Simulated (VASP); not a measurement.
Consider the following.

```
AgCl
1.0
    3.98971     0.00000     0.00000
   -1.99486     3.45519     0.00000
    0.00000     0.00000     5.91295
Ag Cl
2 2
Direct
  0.00000   0.00000   0.00000
  0.00000   0.00000   0.50000
  0.33333   0.66667   0.25000
  0.66667   0.33333   0.75000
```

The numbers are results of PBEsol GGA, VASP's PBE PAW potentials (set 64) (plane waves; VASP), not measurements. Numerical set-up: 400 eV cut-off, 7×7×4 Γ-centred mesh, tetrahedra with Blöchl corrections, potentials Ag Cl.

Problem. Estimate the energy per atom (σ→0).

Solution. 
```
Item                            Value
---------------------  --------------
energy per atom (σ→0)  -3.035 eV/atom
```

Total energies compare only between runs with the same potentials, cut-off and functional.

The structure was generated: AgCl was put into the NiAs type type (P6_3/mmc), which need not be its known phase. It was relaxed first, which changed the volume by +11 %.
